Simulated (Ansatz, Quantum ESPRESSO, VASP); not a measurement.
# Code comparison for SiSnPt₅ (P4/mmm, 7 atoms in the cell)

Self-consistent single point.

```
SiSnPt5
1.0
    4.04672     0.00000     0.00000
    0.00000     4.04672     0.00000
    0.00000     0.00000     7.15583
Si Sn Pt
1 1 5
Cartesian
  0.00000   0.00000   3.57791
  2.02336   2.02336   0.00000
  0.00000   2.02336   2.11491
  0.00000   2.02336   5.04092
  2.02336   0.00000   2.11491
  2.02336   0.00000   5.04092
  0.00000   0.00000   0.00000
```

Shared settings, as Ansatz (a program for electronic structure) writes them: kpoints.mp_grid.grid = 5 5 3; scf.occupations.method = fermi_dirac; scf.occupations.width = 0.05 eV. Potentials and cutoffs stand in the table.

```json
[
 {"code": "Ansatz", "model": "PBEsol, PAW files made with PBE", "pressure (GPa)": "-12.33", "largest force (eV/Å)": "0.020", "cutoff": "420 eV"},
 {"code": "Quantum ESPRESSO", "model": "PBEsol, SSSP 1.1.2 efficiency (PBE) pseudopotentials", "pressure (GPa)": "-12.35", "largest force (eV/Å)": "0.020", "cutoff": "50 Ry"},
 {"code": "VASP", "model": "PBEsol, VASP's PBE PAW potentials (set 64)", "pressure (GPa)": "-12.87", "largest force (eV/Å)": "0.006", "cutoff": "300 eV"}
]
```

On Ansatz's run: spin-orbit coupling is off. Spin polarisation is off.

The spread over the programs that give each value: pressure within 0.54 GPa; largest force within 0.014 eV/Å.

Ansatz's pressure is given at a fixed set of plane waves, as the other plane-wave codes print theirs; with its correction for the finite basis it is -12.28 GPa.

VASP's run is marked for a possible Pulay error in its stress at this cutoff; no cutoff test was made.

The starting cell comes from a database of computed structures (which also holds hypothetical and non-ambient phases and stackings), without a prior relaxation at this level. Its lattice was rescaled by a random factor within 2.5 % of one.

Left out of this page: ABINIT, GPAW, CP2K, Elk, FLEUR and SIESTA (not drawn, or without a comparable value).

Keys are those of Ansatz 0.2.
